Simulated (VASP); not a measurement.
Calculation: PBE GGA with spin-orbit coupling, VASP's PBE PAW potentials (set 64) (plane waves; VASP).

A VASP calculation is set up with these files.

File POSCAR:
```
ZnS
1
    0.0000000000     2.7050000000     2.7050000000
    2.7050000000     0.0000000000     2.7050000000
    2.7050000000     2.7050000000     0.0000000000
Zn S
1 1
Direct
  0.0000000000   0.0000000000   0.0000000000
  0.2500000000   0.2500000000   0.2500000000
```

### INCAR
```
ALGO  =  Normal
EDIFF  =  1E-6
ENCUT  =  400
GGA  =  PE
GGA_COMPAT  =  .FALSE.
ISIF  =  2
ISMEAR  =  0
LASPH  =  .TRUE.
LCHARG  =  .FALSE.
LMAXMIX  =  4
LREAL  =  .FALSE.
LSORBIT  =  .TRUE.
LWAVE  =  .FALSE.
MAGMOM  =  0 0 0 0 0 0
NELM  =  100
PREC  =  Accurate
SIGMA  =  0.05
SYSTEM  =  ZnS
```

File KPOINTS:
```
K-points
0
Gamma
 8 8 8
0 0 0
```

POTCAR, in this order: Zn S (PBE.64 set). Program: vasp_ncl.

**Question.** Predict the energy per atom (σ→0), pressure, band gap (on the k-mesh).

**Answer.** 
energy per atom (σ→0): -330.6 kJ/mol of atoms
band gap (on the k-mesh): 2.08 eV
pressure: 1.21 GPa

### OSZICAR
```
...
DAV:   7    -0.685319187784E+01    0.27494E-02   -0.56278E-01  2358   0.619E+00    0.275E+00
DAV:   8    -0.685150919068E+01    0.16827E-02   -0.14669E-02  2926   0.197E+00    0.106E+00
DAV:   9    -0.685184566232E+01   -0.33647E-03   -0.35091E-03  2992   0.127E+00    0.277E-01
DAV:  10    -0.685191255892E+01   -0.66897E-04   -0.35542E-04  2566   0.233E-01    0.118E-01
DAV:  11    -0.685200182051E+01   -0.89262E-04   -0.65718E-05  2348   0.111E-01    0.497E-02
DAV:  12    -0.685202758997E+01   -0.25769E-04   -0.43962E-05  2392   0.119E-01    0.107E-02
DAV:  13    -0.685202814305E+01   -0.55308E-06   -0.48280E-06  2690   0.423E-02
   1 F= -.68520281E+01 E0= -.68520281E+01  d E =-.882778E-13  mag=     0.0000    -0.0000    -0.0000
```

The compound is ZnS in the zinc blende structure. The cell was not relaxed at this level. The run is one of a series of settings (GGA_COMPAT = .FALSE., LSORBIT = .TRUE., MAGMOM = 0 0 0 0 0 0, program vasp_ncl against the base run), some of them coarse on purpose.
